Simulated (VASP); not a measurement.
Input:

```
CELL_PARAMETERS angstrom
      3.26352     0.00000     0.00000
     -1.63176     2.82629     0.00000
      0.00000     0.00000     5.14173
ATOMIC_POSITIONS crystal
  Mg 0.33333 0.66667 0.49665
  Zn 0.66667 0.33333 0.00349
  O  0.33333 0.66667 0.88322
  O  0.66667 0.33333 0.38862
```

All values below come from PBEsol GGA, VASP's PBE PAW potentials (set 64) (plane waves; VASP). Settings: 520 eV cut-off, 7×7×4 Γ-centred mesh, Gaussian smearing of 0.050 eV, potentials Mg Zn O.

**Question.** Estimate the energy per atom (σ→0).

**Answer.** 
| Item | Value |
|---|---|
| energy per atom (σ→0) | -5.501 eV/atom |

Total energies compare only between runs with the same potentials, cut-off and functional.

The structure comes from a computed database's MgZnO2 entry (P3m1); how it stands against other phases isn't given here. It was relaxed first. The start is the result of an earlier pass.
